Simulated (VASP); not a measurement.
# BiB2N with PBEsol + D3: from relaxation to properties, part 4 of 7

Wanted: the relaxed cell of BiB2N and its properties. The cell is invented: it takes the structure of COD entry 9008835, BP (space group 216 there), with some of its atoms replaced by other elements, volume scaled by an estimate. It may not be a known or stable phase.

VASP 6.6.1, plane waves and PAW; the level of theory is named at each step.

So far. Step 5 (Single point with fields (PBEsol + D3)): In this run the pressure is -0.02 GPa, small enough to go on; single stress components reach 0.07 GPa. Step 6 (Band structure (PBEsol + D3)): There is no gap at this level. The relaxed cell has a = 2.808, c = 6.400 Å (conventional setting).

### Step 7. Density of states (PBEsol + D3)

Level of this step: PBEsol with D3; plane waves and PAW (Bi_d, N, B); invented cell (VASP).

A density of states needs more k-points than a total energy, and tetrahedra (ISMEAR = -5) or a smearing that fits the mesh; LORBIT projects the states on the PAW spheres. The mesh is finer than in the run before.

INCAR

```
SYSTEM = BiB2N
PREC = Accurate
ENCUT = 520
EDIFF = 1E-06
NELM = 100
ISMEAR = -5
SIGMA = 0.05
LREAL = .FALSE.
ALGO = Normal
GGA = PS
IVDW = 11
NBANDS = 27
LORBIT = 11
LWAVE = .FALSE.
LCHARG = .FALSE.
KPAR = 2
NEDOS = 2001
```

POSCAR

```
BiB2N
1.0
    2.8077243601      0.0000000000      0.0000000000
    0.0000000000      2.8077243601      0.0000000000
    0.0000000000      0.0000000000      6.4000326900
Bi N B
1 1 2
Direct
    0.5000000000      0.5000000000      0.0000000000
    0.0000000000      0.0000000000      0.5000000000
    0.0000000000      0.5000000000      0.3807727546
    0.5000000000      0.0000000000      0.6192272454
```

KPOINTS

```
Automatic mesh
0
Gamma
12 12 5
0 0 0
```

PAW data sets: Bi_d, N and B (PBE family, release 64).

The run is started by

```bash
> mpirun -np 2 vasp_std
```

Log:

```text
[... set-up lines as in an earlier step ...]
 entering main loop
       N       E                     dE             d eps       ncg     rms          rms(c)
DAV:   1     0.222447867863E+03    0.22245E+03   -0.12552E+04  4568   0.110E+03
DAV:   2    -0.247394667088E+01   -0.22492E+03   -0.20952E+03  4746   0.329E+02
DAV:   3    -0.244816156957E+02   -0.22008E+02   -0.21509E+02  5602   0.973E+01
DAV:   4    -0.251153088188E+02   -0.63369E+00   -0.63224E+00  5475   0.165E+01
DAV:   5    -0.251322183287E+02   -0.16910E-01   -0.16908E-01  6079   0.275E+00    0.643E+00
DAV:   6    -0.241192319704E+02    0.10130E+01   -0.32680E+00  6083   0.915E+00    0.301E+00
DAV:   7    -0.240927359455E+02    0.26496E-01   -0.36414E-01  5014   0.274E+00    0.196E+00
DAV:   8    -0.240748750330E+02    0.17861E-01   -0.43319E-02  5675   0.102E+00    0.333E-01
DAV:   9    -0.240728908851E+02    0.19841E-02   -0.41306E-03  5610   0.434E-01    0.114E-01
DAV:  10    -0.240729883591E+02   -0.97474E-04   -0.14448E-03  5320   0.184E-01    0.529E-02
DAV:  11    -0.240729484097E+02    0.39949E-04   -0.10193E-04  5288   0.677E-02    0.121E-02
DAV:  12    -0.240729550919E+02   -0.66823E-05   -0.12230E-05  5184   0.228E-02    0.407E-03
DAV:  13    -0.240729541229E+02    0.96901E-06   -0.72932E-07  3199   0.526E-03
   1 F= -.24687365E+02 E0= -.24687365E+02  d E =0.000000E+00
 -----------------------------------------------------------------------------
|                                                                             |
|           W    W    AA    RRRRR   N    N  II  N    N   GGGG   !!!           |
|           W    W   A  A   R    R  NN   N  II  NN   N  G    G  !!!           |
|           W    W  A    A  R    R  N N  N  II  N N  N  G       !!!           |
|           W WW W  AAAAAA  RRRRR   N  N N  II  N  N N  G  GGG   !            |
|           WW  WW  A    A  R   R   N   NN  II  N   NN  G    G                |
|           W    W  A    A  R    R  N    N  II  N    N   GGGG   !!!           |
|                                                                             |
|     Tetrahedron method does not include variations of the Fermi             |
|     occupations, so forces and stress will be inaccurate. We suggest        |
|     using a different smearing scheme ISMEAR = 1 or 2 for metals in         |
|     relaxations.                                                            |
|                                                                             |
 -----------------------------------------------------------------------------
```

Elapsed: 18 s, on 2 MPI ranks of Intel Xeon 6975P-C (Granite Rapids), shared host; peak memory 0.49 GiB.

OUTCAR, selected parts (step 7):

```text
   k-points           NKPTS =     84   k-points in BZ     NKDIM =     84   number of bands    NBANDS=     27

   NELECT =      26.0000    total number of electrons

 E-fermi :   8.4221

 k-point     1 :       0.0000    0.0000    0.0000
  band No.  band energies     occupation
    ...
      8      -1.5135      2.00000
      9       1.3542      2.00000
     10       1.3542      2.00000
     11       4.8015      2.00000
     12       6.1448      2.00000
     13      10.2498      0.00000
     14      12.1929      0.00000
     15      12.7842      0.00000
     16      12.7842      0.00000
     17      13.5232      0.00000
    ...

 Edisp (eV)   -0.61441

  Total      -0.08436    -0.08436     0.57663     0.00000     0.00000     0.00000
  in kB      -2.67905    -2.67905    18.31122     0.00000     0.00000     0.00000
  external pressure =        4.32 kB  Pullay stress =        0.00 kB

 POSITION                                       TOTAL-FORCE (eV/Angst)
 -----------------------------------------------------------------------------------
      1.40386      1.40386      0.00000         0.000000      0.000000      0.000000
      0.00000      0.00000      3.20002        -0.000000     -0.000000      0.000000
      0.00000      1.40386      2.43696         0.000000     -0.000000     -0.107237
      1.40386      0.00000      3.96307        -0.000000     -0.000000      0.107237
 -----------------------------------------------------------------------------------
    total drift:                                0.000000     -0.000000     -0.000000

  FREE ENERGIE OF THE ION-ELECTRON SYSTEM (eV)
  ---------------------------------------------------
  free  energy   TOTEN  =       -24.6873650285 eV

  energy  without entropy=      -24.6873650285  energy(sigma->0) =      -24.68736503

[... 6 parts as in an earlier step ...]

[... 10 further parts left out ...]
```

Force components of up to 0.11 eV/Å appear here. Mesh or smearing differ from those of the relaxation, so its positions hold an error of that kind, and the forces of a metal with tetrahedra are inexact too. With tetrahedra the forces and stress of a metal are not exact derivatives of the energy.

Numbers from this step:

| Quantity | Value |
| --- | --- |
| irreducible k-points | 84 |
| free energy (TOTEN) | -24.69 eV |
| Fermi energy | 8.422 eV |
| pressure | 0.4318 GPa |
| DOS at the Fermi level, one point of the energy grid | 1.346 states/eV/cell |

The density of states has structure finer than the step of the table below, so its rows give means over 1 eV, whole bins alone (the curve runs from -12.0 to 7.13 eV). Peaks (eV: height): total -8.0: 2.76, 4.2: 3.85, 5.0: 4.74, 6.0: 2.76; B p -0.7: 0.605, 3.6: 0.674, 4.2: 1.32, 5.0: 1.06; Bi p -4.1: 0.454, 4.2: 0.472, 5.0: 0.627, 5.7: 0.488; N p -8.7: 0.531, -8.0: 0.922, -7.5: 1.08, -7.0: 0.732; B s -8.7: 0.307, -8.1: 0.386, 0.4: 0.321, 5.0: 0.489.

States under -12.0 eV and over 7.1 eV are left out. Table of density of states by energy, zero at the Fermi level; means over each step; values in states/eV/cell:

```csv
energy (eV),total,B p,Bi p,N p,B s,Bi s
-11,0.957,0.0704,0.0210,0.193,0.135,0.227
-10,1.17,0.106,0.0248,0.319,0.194,0.145
-9,1.12,0.100,0.0269,0.329,0.187,0.0904
-8,1.95,0.266,0.0368,0.685,0.216,0.0861
-7,1.27,0.283,0.0143,0.586,0.0271,0.0146
-6,0.413,0.0401,0.121,0.0707,0.00783,0.00598
-5,0.708,0.0644,0.233,0.0502,0.0183,0.0117
-4,1.36,0.178,0.372,0.103,0.0494,0.0191
-3,0.882,0.140,0.218,0.0398,0.0311,0.0307
-2,0.474,0.0697,0.114,0.0151,0.0219,0.0314
-1,1.48,0.329,0.156,0.0898,0.121,0.0723
0,1.54,0.363,0.155,0.0956,0.136,0.0421
1,1.05,0.263,0.137,0.0618,0.0533,0.0291
2,1.08,0.279,0.145,0.0460,0.0386,0.0281
3,1.24,0.348,0.181,0.0309,0.0568,0.0221
4,2.12,0.616,0.301,0.0459,0.161,0.0190
5,2.15,0.448,0.332,0.0963,0.188,0.0138
6,2.07,0.362,0.328,0.148,0.110,0.0132
```

Force by atom:

```csv
atom,x (eV/Å),y (eV/Å),z (eV/Å),size
Bi1,0.000,0.000,0.000,0.000
N2,0.000,0.000,0.000,0.000
B3,0.000,0.000,-0.107,0.107
B4,0.000,0.000,0.107,0.107
```

The finer mesh and the other smearing move the Fermi level by +0.08 eV from the 8×8×4 run, one measure of the sampling error in the zero of the bands above. Of the states within 0.3 eV of the Fermi level, the largest shares in the PAW spheres are B p 24 %, Bi p 10 % and B s 8 %. The rest lies in smaller channels or between the spheres.

### Step 8. Bands along the symmetry lines (PBEsol + D3 + SOC)

This step: PBEsol with D3, spin-orbit coupling; plane waves and PAW (Bi_d, N, B); invented cell (VASP 6.6.1).

Levels along the symmetry lines show where the bands peak and cross; KPOINTS_OPT computes them in the converged potential. Spin-orbit coupling needs spinors and the noncollinear program, where each band holds one electron.

INCAR

```
SYSTEM = BiB2N
PREC = Accurate
ENCUT = 520
EDIFF = 1E-06
NELM = 100
ISMEAR = -1
SIGMA = 0.05
LREAL = .FALSE.
ALGO = Normal
GGA = PS
IVDW = 11
LNONCOLLINEAR = .TRUE.
MAGMOM = 0 0 0 0 0 0 0 0 0 0 0 0
NBANDS = 38
GGA_COMPAT = .FALSE.
LASPH = .TRUE.
LSORBIT = .TRUE.
LORBIT = 11
LWAVE = .FALSE.
LCHARG = .FALSE.
KPAR = 2
```

POSCAR is that of step 7.

KPOINTS

```
Automatic mesh
0
Gamma
6 6 3
0 0 0
```

KPOINTS_OPT

```
Line mode
16
Line-mode
Reciprocal
  0.00000000   0.00000000   0.00000000 GAMMA
  0.00000000   0.50000000   0.00000000 X

  0.00000000   0.50000000   0.00000000 X
  0.50000000   0.50000000   0.00000000 M

  0.50000000   0.50000000   0.00000000 M
  0.00000000   0.00000000   0.00000000 GAMMA

  0.00000000   0.00000000   0.00000000 GAMMA
  0.00000000   0.00000000   0.50000000 Z

  0.00000000   0.00000000   0.50000000 Z
  0.00000000   0.50000000   0.50000000 R

  0.00000000   0.50000000   0.50000000 R
  0.50000000   0.50000000   0.50000000 A

  0.50000000   0.50000000   0.50000000 A
  0.00000000   0.00000000   0.50000000 Z

  0.00000000   0.50000000   0.00000000 X
  0.00000000   0.50000000   0.50000000 R

  0.50000000   0.50000000   0.00000000 M
  0.50000000   0.50000000   0.50000000 A
```

The run is started by

```bash
> mpirun -np 2 vasp_ncl
```

Log:

```text
[... set-up lines as in an earlier step ...]
 entering main loop
       N       E                     dE             d eps       ncg     rms          rms(c)
DAV:   1     0.270926772993E+03    0.27093E+03   -0.12605E+04  1976   0.158E+03
DAV:   2     0.104297137736E+02   -0.26050E+03   -0.24674E+03  2014   0.445E+02
DAV:   3    -0.239673416840E+02   -0.34397E+02   -0.33093E+02  2386   0.163E+02
DAV:   4    -0.257971065154E+02   -0.18298E+01   -0.18080E+01  2458   0.370E+01
DAV:   5    -0.258745887914E+02   -0.77482E-01   -0.77368E-01  2874   0.790E+00    0.645E+00
DAV:   6    -0.248019274147E+02    0.10727E+01   -0.30630E+00  2694   0.146E+01    0.302E+00
DAV:   7    -0.248029677436E+02   -0.10403E-02   -0.52976E-01  2256   0.450E+00    0.193E+00
DAV:   8    -0.247876085274E+02    0.15359E-01   -0.94685E-02  2502   0.213E+00    0.515E-01
DAV:   9    -0.247823252118E+02    0.52833E-02   -0.14328E-02  2494   0.964E-01    0.175E-01
DAV:  10    -0.247823640627E+02   -0.38851E-04   -0.46443E-03  2438   0.384E-01    0.951E-02
DAV:  11    -0.247823715827E+02   -0.75199E-05   -0.16581E-04  2726   0.110E-01    0.358E-02
DAV:  12    -0.247823635223E+02    0.80603E-05   -0.54069E-05  2450   0.466E-02    0.916E-03
DAV:  13    -0.247823642193E+02   -0.69695E-06   -0.11631E-05  2374   0.280E-02    0.754E-03
DAV:  14    -0.247823631191E+02    0.11002E-05   -0.50021E-06  2120   0.151E-02    0.121E-03
DAV:  15    -0.247823631652E+02   -0.46027E-07   -0.50499E-07  1328   0.588E-03
   1 F= -.25396774E+02 E0= -.25386937E+02  d E =-.196738E-01  mag=    -0.0000     0.0000     0.0000
 Start KPOINTS_OPT (optional k-point list driver)
k-point batch [1-26\144]
       N       E                     dE             ncg
DAV:   1     0.396485825839E+04   -0.12459E+05     1976
DAV:   2    -0.279453789638E+04   -0.67594E+04     2024
DAV:   3    -0.369158940020E+04   -0.89705E+03     2436
DAV:   4    -0.373767763324E+04   -0.46088E+02     2442
DAV:   5    -0.373959775500E+04   -0.19201E+01     2872
DAV:   6    -0.373964690121E+04   -0.49146E-01     2744
DAV:   7    -0.373964836270E+04   -0.14615E-02     2952
DAV:   8    -0.373964837762E+04   -0.14925E-04     2642
DAV:   9    -0.373964837787E+04   -0.24249E-06     1818
[...]
k-point batch [131-144\144]
       N       E                     dE             ncg
DAV:   1     0.140315490452E+05   -0.16087E+05     1070
DAV:   2     0.104988083293E+05   -0.35327E+04     1076
DAV:   3     0.100152360952E+05   -0.48357E+03     1220
DAV:   4     0.998924922878E+04   -0.25987E+02     1296
DAV:   5     0.998810245473E+04   -0.11468E+01     1410
DAV:   6     0.998807904598E+04   -0.23409E-01     1404
DAV:   7     0.998807766568E+04   -0.13803E-02     1506
DAV:   8     0.998807762995E+04   -0.35736E-04     1386
DAV:   9     0.998807762973E+04   -0.21605E-06      796
```

The job ended after 99 s (2 MPI ranks; peak memory 0.71 GiB).

Parts of OUTCAR (step 8):

```text
   k-points           NKPTS =     26   k-points in BZ     NKDIM =     26   number of bands    NBANDS=     38

   NELECT =      26.0000    total number of electrons

 E-fermi :   8.3838

 k-point     1 :       0.0000    0.0000    0.0000
  band No.  band energies     occupation
    ...
     20       1.3816      1.00000
     21       4.7153      1.00000
     22       4.7153      1.00000
     23       6.1671      1.00000
     24       6.1671      1.00000
     25      10.2635      0.00000
     26      10.2635      0.00000
     27      12.1712      0.00000
     28      12.1712      0.00000
     29      12.4615      0.00000
    ...

 Edisp (eV)   -0.61441

  Total      -0.35968    -0.35968     1.63216     0.00000     0.00000     0.00000
  in kB     -11.42194   -11.42194    51.83005     0.00000     0.00000     0.00000
  external pressure =        9.66 kB  Pullay stress =        0.00 kB

 POSITION                                       TOTAL-FORCE (eV/Angst)
 -----------------------------------------------------------------------------------
      1.40386      1.40386      0.00000         0.000000     -0.000000      0.000000
      0.00000      0.00000      3.20002         0.000000      0.000000      0.000000
      0.00000      1.40386      2.43696        -0.000000      0.000000     -0.130033
      1.40386      0.00000      3.96307         0.000000      0.000000      0.130033
 -----------------------------------------------------------------------------------
    total drift:                                0.000000     -0.000000     -0.000000

  FREE ENERGIE OF THE ION-ELECTRON SYSTEM (eV)
  ---------------------------------------------------
  free  energy   TOTEN  =       -25.3967740707 eV

  energy  without entropy=      -25.3771002328  energy(sigma->0) =      -25.38693715

 Spin-Orbit-Coupling matrix elements
 Ion:    1  E_soc:     -1.4552129
 Ion:    2  E_soc:     -0.0000963
 Ion:    3  E_soc:     -0.0000102
 Ion:    4  E_soc:     -0.0000102

 magnetization (x)
# of ion       s       p       d       tot
------------------------------------------
    1        0.000   0.000   0.000   0.000
    2        0.000  -0.000   0.000  -0.000
    3        0.000   0.000   0.000   0.000
    4        0.000   0.000   0.000   0.000
--------------------------------------------------
tot          0.000  -0.000   0.000   0.000

 magnetization (y)
# of ion       s       p       d       tot
------------------------------------------
    1        0.000   0.000   0.000   0.000
    2        0.000   0.000   0.000   0.000
    3       -0.000   0.000   0.000  -0.000
    4        0.000   0.000   0.000   0.000
--------------------------------------------------
tot         -0.000   0.000   0.000   0.000

 magnetization (z)
# of ion       s       p       d       tot
------------------------------------------
    1        0.000  -0.000   0.000  -0.000
    2        0.000   0.000   0.000   0.000
    3       -0.000  -0.000   0.000  -0.000
    4       -0.000  -0.000   0.000  -0.000
--------------------------------------------------
tot         -0.000  -0.000   0.000  -0.000

[... 6 parts as in an earlier step ...]

[... 10 further parts left out ...]
```

LASPH is on here and off in scalar runs of this session, so a comparison with those holds both changes.

This step gave:

- SCF cycles: 15
- bands: 38
- irreducible k-points: 26
- free energy (TOTEN): -25.40 eV
- energy at zero smearing: -25.39 eV
- Fermi energy: 8.384 eV
- pressure: 0.9662 GPa

On-site spin-orbit energy by atom:

```csv
atom,on-site spin-orbit energy (eV)
Bi1,-1.46
N2,0.00
B3,0.00
B4,0.00
```

The electronic bands at the labelled points (eV, zero at the Fermi level; # counts the bands kept in this run, so #1 is VASP's band 15):

```csv
point,#9,#10,#11,#12,#13,#14,#15,#16
Γ,-2.22,-2.22,1.88,1.88,3.79,3.79,4.08,4.08
0.53 of the way,-2.12,-1.93,-0.99,-0.86,1.62,1.74,3.70,3.87
X,-4.51,-4.51,0.63,0.63,1.14,1.14,3.72,3.72
0.53 of the way,-3.30,-3.23,-1.71,-1.66,0.45,0.51,1.19,1.63
M,-3.46,-3.46,-3.45,-3.45,-0.67,-0.67,0.28,0.28
0.47 of the way,-1.44,-0.93,-0.82,-0.78,-0.43,-0.37,1.20,1.21
Γ,-2.22,-2.22,1.88,1.88,3.79,3.79,4.08,4.08
0.53 of the way,-0.43,-0.43,1.73,1.73,3.63,3.63,3.87,3.87
Z,0.90,0.90,1.24,1.24,3.43,3.43,3.86,3.86
0.47 of the way,-1.41,-1.08,0.37,0.42,2.16,2.28,3.05,3.65
R,-3.14,-3.14,-1.09,-1.09,-0.44,-0.44,3.87,3.87
0.53 of the way,-2.88,-2.86,-1.20,-1.15,0.06,0.09,0.89,1.21
A,-4.29,-4.29,-3.64,-3.64,0.55,0.55,0.98,0.98
0.47 of the way,-1.73,-1.16,-0.46,-0.46,0.18,0.19,0.80,0.90
Z,0.90,0.90,1.24,1.24,3.43,3.43,3.86,3.86
jump to X,-4.51,-4.51,0.63,0.63,1.14,1.14,3.72,3.72
0.53 of the way,-3.89,-3.89,-0.09,-0.09,0.06,0.06,3.85,3.85
R,-3.14,-3.14,-1.09,-1.09,-0.44,-0.44,3.87,3.87
jump to M,-3.46,-3.46,-3.45,-3.45,-0.67,-0.67,0.28,0.28
0.47 of the way,-3.89,-3.89,-3.54,-3.54,0.11,0.11,0.59,0.59
A,-4.29,-4.29,-3.64,-3.64,0.55,0.55,0.98,0.98
```

Of the projections kept (Bi, N, B), the largest for each band there, as a share of the weight inside these atoms' spheres; weight between the spheres isn't counted:

```csv
point,#9,#10,#11,#12,#13,#14,#15,#16
Γ,B 0.58,B 0.58,B 0.64,B 0.64,B 0.88,B 0.88,B 0.47,B 0.47
X,B 0.54,B 0.54,B 0.62,B 0.62,B 0.62,B 0.62,B 0.60,B 0.60
M,Bi 0.80,Bi 0.80,B 0.67,B 0.67,B 0.56,B 0.56,B 0.77,B 0.77
Γ,B 0.58,B 0.58,B 0.64,B 0.64,B 0.88,B 0.88,B 0.47,B 0.47
Z,N 0.50,N 0.50,B 0.45,B 0.45,B 0.52,B 0.52,B 0.85,B 0.85
R,Bi 0.50,Bi 0.50,B 0.74,B 0.74,B 0.67,B 0.67,B 0.97,B 0.97
```

Force by atom:

```csv
atom,x (eV/Å),y (eV/Å),z (eV/Å),size
Bi1,0.000,0.000,0.000,0.000
N2,0.000,0.000,0.000,0.000
B3,0.000,0.000,-0.130,0.130
B4,0.000,0.000,0.130,0.130
```

At these settings, which differ from those of the relaxation, the cell is under a pressure of 1.0 GPa. Spin-orbit coupling and whatever else the input changes with it, such as the mesh, can each hold a part of this; the runs don't part them.

[end of part 4 of 7]

[Lines on the potential files, build, host, timing and source positions are cut from VASP's logs without a mark.]

[Logs are printed without paths, hosts, clocks, repeated set-up lines and the standing remarks that a program may print on its own settings, such as how far it seeks lower states.]

[Hosts, paths, dates, database ids (printed as entryN), source tags and the programs' standing remarks are cut or masked in the printed files.]

[A measured line is paired with the nearest computed mode of its activity, which favours agreement.]

[In band tables of VASP the shares of atoms and orbitals are scaled to a sum of 1 inside the atoms' spheres.]
